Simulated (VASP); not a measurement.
Runs of VASP 6.6.1 on LaSc. Symmetry: Pm-3m, No. 221, cubic system. Conventional cell: a = 3.948 Å, b = 3.948 Å, c = 3.948 Å, α = 90.00°, β = 90.00°, γ = 90.00°. La (site symmetry m-3m) is surrounded by 8 Sc at 3.42 Å. Around Sc (site symmetry m-3m) lie 8 La at 3.42 Å. The cell was built by a generator and needn't be a form met in nature.

| level | gap on the mesh (eV) | pressure (GPa) | relaxed volume (Å³/atom) |
| --- | --- | --- | --- |
| revPBE | none | 0.0 | 31.81 |
| revPBE+D4 | none | 0.0 | 30.26 |
| revPBE+D2 | none | 0.0 | (b) |
| revPBE+D3(BJ) | none | 0.0 | 28.44 |
| revPBE+D3 | none | 0.0 | 29.38 |
| revPBE+dDsC | none | 0.0 | (a) |

Alike in all rows: task relaxation of cell and atoms; potentials or basis VASP PAW PBE potentials, release 64 (La, Sc_sv); no spin polarisation; cell relaxed; k mesh 7 × 7 × 7; cutoff (eV) 600; smearing fermi-dirac 0.05 eV.

Problem. Estimate the missing entries.

Solution. (a) 28.71; (b) 26.71.

Caveats: the PAW data sets were made with another functional, which shifts forces and pressure a little; pairwise dispersion overbinds metals, which lowers pressure and volume (some runs); atom-pairwise D2, TS and ULG terms overbind metals (some runs).

A k mesh can miss the band edges, and the runs leave out spin-orbit coupling on La.

A gap of «none» marks a metal or a gap under the smearing width.
